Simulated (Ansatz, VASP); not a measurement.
# MgO: VASP beside Ansatz, part 3 of 3

Wanted: the spread between two codes on one cell, functional and k mesh. The cell is taken from a series of runs on this material, whose earlier steps may have relaxed, scaled, displaced or heated it; both programs get it as it stands.

VASP 6.6.1 and Ansatz 0.2.0.

So far: Set-up; VASP: dielectric response, LDA; Ansatz: dielectric response, LDA; Differences; VASP: dielectric response, PBEsol; Ansatz: dielectric response, PBEsol.

### 8. VASP: dielectric response, PBE

Level of this step: PBE; plane waves and PAW (Mg, O) (VASP).

The response to a field tests empty states and converges slowly with the mesh. The cell compared in this pair holds 19.24 Å³, against 18.71 Å³ for the pair before.

File INCAR:

```
SYSTEM = MgO
PREC = Accurate
ENCUT = 520
EDIFF = 1E-08
NELM = 120
ISMEAR = 0
SIGMA = 0.01
LREAL = .FALSE.
ALGO = Normal
GGA = PE
NBANDS = 10
LORBIT = 11
LWAVE = .FALSE.
LCHARG = .FALSE.
ISIF = 2
LEPSILON = .TRUE.
LASPH = .TRUE.
GGA_COMPAT = .FALSE.
EFERMI = MIDGAP
KPAR = 2
```

File POSCAR:

```
MgO
1.0
    0.0000000000      2.1268447016      2.1268447016
    2.1268447016      0.0000000000      2.1268447016
    2.1268447016      2.1268447016      0.0000000000
Mg O
1 1
Direct
    0.0000000000      0.0000000000      0.0000000000
    0.5000000000      0.5000000000      0.5000000000
```

File KPOINTS:

```
Automatic mesh
0
Gamma
8 8 8
0 0 0
```

The projector-augmented-wave data sets are Mg and O (PBE family, release 64).

Command:

```console
$ mpirun -np 2 vasp_std
```

Numbers of over 12 decimals in the logs are rounded to 6 here.

Output:

```text
[banner, memory and clock lines left out]
running    2 mpi-ranks, on    1 nodes
[...]
LDA part: xc-table for (Slater+PW92), standard interpolation
 POSCAR, INCAR and KPOINTS ok, starting setup
[...]
entering main loop
       N       E                     dE             d eps       ncg     rms          rms(c)
DAV:   1     0.108368650777E+02    0.10837E+02   -0.46505E+03   692   0.710E+02
DAV:   2    -0.129864294426E+02   -0.23823E+02   -0.23298E+02   660   0.135E+02
DAV:   3    -0.134672033404E+02   -0.48077E+00   -0.48040E+00   676   0.165E+01
DAV:   4    -0.134683918798E+02   -0.11885E-02   -0.11885E-02   644   0.920E-01
[...]
DAV:  11    -0.119116840493E+02   -0.16155E-05   -0.21310E-06   638   0.124E-02    0.552E-03
DAV:  12    -0.119116840089E+02    0.40354E-07   -0.68964E-07   646   0.713E-03    0.397E-04
DAV:  13    -0.119116840110E+02   -0.20863E-08   -0.24719E-08   576   0.968E-04
   1 F= -.11911684E+02 E0= -.11911684E+02  d E =0.000000E+00
 Linear response reoptimize wavefunctions to high precision
[...]
change of polarisation eV/A/(eV/A) component  2 :     0.046     0.231    -0.013
 dielectric tensor                  component  2 :     0.437     3.173    -0.118
 Linear response to external field, progress :
  Direction:   3
       N       E                     dE             d eps       ncg     rms          rms(c)
RMM:   1    -0.118157505225E+00   -0.11816E+00   -0.36251E-01  2502   0.165E+00
RMM:   2    -0.118937621483E+00   -0.78012E-03   -0.94577E-04  1830   0.208E-01    0.539E-01
RMM:   3    -0.118205379833E+00    0.73224E-03   -0.10442E-03  1807   0.266E-01    0.328E-01
RMM:   4    -0.126576225606E+00   -0.83708E-02   -0.20404E-03  1791   0.394E-01    0.327E-02
RMM:   5    -0.127446064290E+00   -0.86984E-03   -0.31122E-05  1896   0.510E-02    0.656E-03
RMM:   6    -0.127546644819E+00   -0.10058E-03   -0.44275E-07  1940   0.594E-03    0.268E-03
RMM:   7    -0.127594614032E+00   -0.47969E-04   -0.14983E-07  1946   0.341E-03    0.150E-04
RMM:   8    -0.127596274114E+00   -0.16601E-05   -0.76493E-10  1845   0.231E-04    0.668E-05
RMM:   9    -0.127596656816E+00   -0.38270E-06   -0.20207E-10  1649   0.127E-04    0.857E-06
 change of polarisation eV/A/(eV/A) component  3 :     0.005     0.024     0.231
 dielectric tensor                  component  3 :     0.049     0.229     3.173
 Born effective charges drift removed
```

From OUTCAR (step 8):

```text
  Total       -0.0867066     -0.0867066     -0.0867066      0.0000000      0.0000000      0.0000000
  in kB       -7.2198033     -7.2198033     -7.2198033      0.0000000      0.0000000      0.0000000
  external PRESSURE =      -7.2198033 kB  Pullay stress =       0.0000000 kB

 POSITION                                       TOTAL-FORCE (eV/Angst)
 -----------------------------------------------------------------------------------
      0.00000      0.00000      0.00000         0.000000      0.000000      0.000000
      2.12684      2.12684      2.12684         0.000000      0.000000      0.000000
 -----------------------------------------------------------------------------------
    total drift:                               -0.000000     -0.000000      0.000000

 MACROSCOPIC STATIC DIELECTRIC TENSOR (including local field effects in DFT)
 ------------------------------------------------------
           3.173405    -0.000000    -0.000000
          -0.000000     3.173405    -0.000000
           0.000000    -0.000000     3.173405
 ------------------------------------------------------

[... 1 part as in an earlier step ...]

[... 1 further part left out ...]
```

### 9. Ansatz: dielectric response, PBE

The same cell, functional and mesh now go to Ansatz, which takes its cutoff from its data sets.

The cell is taken from a series of runs on this material, whose earlier steps may have relaxed, scaled, displaced or heated it; both programs get it as it stands.

File input.yaml:

```yaml
crystal:
  lattice:
    - [0.0, 2.1268447016, 2.1268447016]
    - [2.1268447016, 0.0, 2.1268447016]
    - [2.1268447016, 2.1268447016, 0.0]
  atoms:
    - { symbol: Mg, position: [0.0, 0.0, 0.0] }
    - { symbol: O, position: [0.5, 0.5, 0.5] }
kpoints:
  mp_grid: { grid: [8, 8, 8] }
hamiltonian:
  xc: pbe
scf:
  occupations: { method: fixed }
output:
  eigenvalues: true
dielectric: {}
```

Command:

```console
$ ansatz run input.yaml --threads 4 --pin off --max-ram 8192MiB --backend cpu --events-out ev --progress --plain --runs-dir out
```

Output:

```text
[...]
Crystal: 2 atoms, lattice volume = 19.241 Å³
Basis set: ecut = 420 eV, 339 PW (Γ), exchange–correlation on 48×48×48 points (8 copies of the dense FFT grid, shifted against one another)
Bands: 12, of which v1, the nominal top of the filled ones, is band 8 counted from 1 (7 counted from 0)
Symmetry: 48 space group operations
k-points: 59 of 512 (irreducible under 8 space group operations, time reversal used)
[...]
3.241078    -0.000000    -0.000000
       -0.000000     3.241078     0.000000
       -0.000000     0.000000     3.241078
  Born effective charges Z* (e; rows j = field, columns β = displacement):
    site 0:
         1.99821   -0.00000    0.00000
         0.00000    1.99821   -0.00000
         0.00000    0.00000    1.99821
    site 1:
        -1.99821    0.00000   -0.00000
        -0.00000   -1.99821    0.00000
        -0.00000   -0.00000   -1.99821
  Z* charge neutrality: 5.483e-4 e pre-enforcement
[...]
[key lines of the parts left out:]
SCF converged after 7 iterations
Free energy (F): -2494.138840 eV
Fermi energy:    7.774717 eV
```

### 10. Side by side

What differs besides the data sets and the points named for the pairs above, as far as they apply: the data sets hold 16 valence electrons in Ansatz (on its default PAW (the set named soft_2) files) and 8 in VASP. Total energies have different zeros and are not compared.

The two programs side by side:

```csv
quantity,Ansatz,VASP,difference
ε∞ xx,3.24,3.17,+2.13 %
ε∞ yy,3.24,3.17,+2.13 %
ε∞ zz,3.24,3.17,+2.13 %
Born charge of Mg1 (mean of the diagonal) (e),2.00,1.98,+0.02
Born charge of O2 (mean of the diagonal) (e),-2.00,-1.98,-0.02
```

### 11. Outcome

| Quantity | Value |
| --- | --- |
| difference in ε∞ xx (dielectric response, LDA) | 2.5 % |
| difference in ε∞ xx (dielectric response, PBEsol) | 2.3 % |
| difference in ε∞ xx (dielectric response, PBE) | 2.1 % |

What this shows: The difference in ε∞ xx is 2.5 % (dielectric response, LDA), within the 5 % picked in this series as the mark of a large difference. The data sets hold unlike numbers of valence electrons (16 in Ansatz and 8 in VASP), so part of the differences may come from the potentials. How closely two codes agree says nothing of how well the functional describes the real material.

[Lines on the potential files, build, host, timing and source positions are cut from VASP's logs without a mark.]

[Logs are printed without paths, hosts, clocks, repeated set-up lines and the standing remarks that a program may print on its own settings, such as how far it seeks lower states.]

[Hosts, paths, dates, database ids (printed as entryN), source tags and the programs' standing remarks are cut or masked in the printed files.]
